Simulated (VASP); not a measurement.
VASP ran on this input.

### INCAR
```
LREAL = F   # projection in real space or not
GGA = PE   # PBE
ISMEAR = 0
EDIFF = 1E-5   # SCF stop (eV)
LASPH = T   # aspherical one-centre terms
LWAVE = F
LMAXMIX = 4   # l cut-off of mixed one-centre charges
NELM = 100
ISIF = 2
ENCUT = 400   # plane-wave cut-off (eV)
SIGMA = 0.05   # width (eV)
PREC = Accurate
ALGO = Normal   # blocked Davidson
LCHARG = F
SYSTEM = CdS
```

**KPOINTS**
```
Automatic mesh
0
Gamma
7 7 7
0 0 0
```

File POSCAR:
```
CdS
1
    0.0000000000     2.9100000000     2.9100000000
    2.9100000000     0.0000000000     2.9100000000
    2.9100000000     2.9100000000     0.0000000000
Cd S
1 1
Direct
  0.0000000000   0.0000000000   0.0000000000
  0.2500000000   0.2500000000   0.2500000000
```

POTCAR, in this order: Cd S (PBE.64 set). Program: vasp_std.

Translate this PBE calculation to Quantum ESPRESSO's pw.x.

One equivalent input (not run):
```
&CONTROL
  calculation = 'scf'
  pseudo_dir = './pseudo'
  outdir = './out'
  tprnfor = .true.
  tstress = .true.
/
&SYSTEM
  ibrav = 0
  nat = 2
  ntyp = 2
  ecutwfc = 102
  occupations = 'smearing'
  smearing = 'gaussian'
  degauss = 0.003675
  input_dft = 'pbe'
/
&ELECTRONS
  conv_thr = 7.3e-07
  electron_maxstep = 100
/
ATOMIC_SPECIES
  Cd 112.414 Cd.upf
  S 32.060 S.upf
CELL_PARAMETERS angstrom
     0.0000000    2.9100000    2.9100000
     2.9100000    0.0000000    2.9100000
     2.9100000    2.9100000    0.0000000
ATOMIC_POSITIONS crystal
  Cd   0.0000000  0.0000000  0.0000000
  S    0.2500000  0.2500000  0.2500000
K_POINTS automatic
  7 7 7 0 0 0
```
The two are equivalent in intent, not identical: the potentials are each code's own (VASP's PAW set, PseudoDojo norm-conserving files in pw.x), so ENCUT and ecutwfc are chosen apart and not converted; conv_thr bounds pw.x's estimated SCF error, while EDIFF bounds the energy change between steps.

The compound is CdS in the zinc blende structure, a metastable form; wurtzite is the usual one. The cell was not relaxed at this level. The run is one of a series of settings (EDIFF = 1E-5 against the base run), some of them coarse on purpose.
